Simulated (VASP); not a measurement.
Output of a VASP run:

### OSZICAR
```
       N       E                     dE             d eps       ncg     rms          rms(c)
DAV:   1     0.114186278648E+03    0.11419E+03   -0.85450E+03  1227   0.148E+03
DAV:   2     0.606069187090E+00   -0.11358E+03   -0.11043E+03  1247   0.327E+02
DAV:   3    -0.774746239271E+01   -0.83535E+01   -0.82807E+01  1627   0.921E+01
DAV:   4    -0.796238750616E+01   -0.21493E+00   -0.21477E+00  1364   0.169E+01
DAV:   5    -0.797113843604E+01   -0.87509E-02   -0.87506E-02  1776   0.296E+00    0.431E+00
DAV:   6    -0.772534214039E+01    0.24580E+00   -0.44713E-01  1822   0.123E+01    0.243E+00
DAV:   7    -0.770357898613E+01    0.21763E-01   -0.13520E-01  1728   0.351E+00    0.705E-01
DAV:   8    -0.770457012602E+01   -0.99114E-03   -0.13001E-02  1458   0.165E+00    0.197E-01
DAV:   9    -0.770524890237E+01   -0.67878E-03   -0.12962E-03  1477   0.443E-01    0.118E-01
DAV:  10    -0.770536278773E+01   -0.11389E-03   -0.17397E-04  1708   0.176E-01    0.792E-02
DAV:  11    -0.770540331237E+01   -0.40525E-04   -0.14787E-04  1292   0.135E-01    0.651E-02
DAV:  12    -0.770540592942E+01   -0.26171E-05   -0.11476E-05  1292   0.276E-02    0.161E-02
DAV:  13    -0.770540619909E+01   -0.26967E-06   -0.20697E-06  1517   0.943E-03    0.906E-03
DAV:  14    -0.770540636189E+01   -0.16281E-06   -0.17367E-07  1227   0.432E-03    0.330E-03
DAV:  15    -0.770540656162E+01   -0.19973E-06   -0.32432E-08   746   0.228E-03    0.658E-04
DAV:  16    -0.770540661076E+01   -0.49134E-07   -0.76356E-09   646   0.905E-04
   1 F= -.83752816E+01 E0= -.83753662E+01  d E =0.253610E-03
```

**OUTCAR**
```
------------------------ aborting loop because EDIFF is reached ----------------------------------------
  Edisp (eV):   -0.66988
  FORCE on cell =-STRESS in cart. coord.  units (eV):
  Direction    XX          YY          ZZ          XY          YZ          ZX
  --------------------------------------------------------------------------------------
  Total      -0.00832    -0.00832    -0.00832     0.00000    -0.00000    -0.00000
  in kB      -0.23346    -0.23346    -0.23346     0.00000    -0.00000    -0.00000
  external pressure =       -0.23 kB  Pullay stress =        0.00 kB
  volume of cell :       57.06
      direct lattice vectors                 reciprocal lattice vectors
     0.000000000  3.055685179  3.055685179    -0.163629422  0.163629422  0.163629422
     3.055685179  0.000000000  3.055685179     0.163629422 -0.163629422  0.163629422
     3.055685179  3.055685179  0.000000000     0.163629422  0.163629422 -0.163629422
  FREE ENERGIE OF THE ION-ELECTRON SYSTEM (eV)
  ---------------------------------------------------
  free  energy   TOTEN  =        -8.3752816240 eV

  energy  without entropy=       -8.3755352342  energy(sigma->0) =       -8.37536616
```
(Selected blocks of OUTCAR.)

**POSCAR**
```
InAs
1
    0.0000000000     3.0556851785     3.0556851785
    3.0556851785     0.0000000000     3.0556851785
    3.0556851785     3.0556851785     0.0000000000
In As
1 1
Direct
  0.0000000000   0.0000000000   0.0000000000
  0.2500000000   0.2500000000   0.2500000000
```

### Question
Write an INCAR and KPOINTS that could have produced this output.

### Answer
One answer among several that fit: the input of the run itself, PBE GGA with D4 dispersion, plane waves, VASP's PBE PAW potentials (set 64).

KPOINTS:
```
Automatic
0
G
10 10 10
0 0 0
```

INCAR:
```
SYSTEM = InAs
PREC = Accurate
ENCUT = 520
EDIFF = 1E-7
NELM = 100
ALGO = Normal
LREAL = .FALSE.
LASPH = .TRUE.
ISMEAR = 1
SIGMA = 0.1
GGA = PE
IVDW = 13
LMAXMIX = 4
LWAVE = .FALSE.
LCHARG = .FALSE.
ISIF = 2
```

POTCAR, in this order: In_d As (PBE.64 set). Program: vasp_std.

The compound is InAs in the zinc blende structure. It was relaxed first.
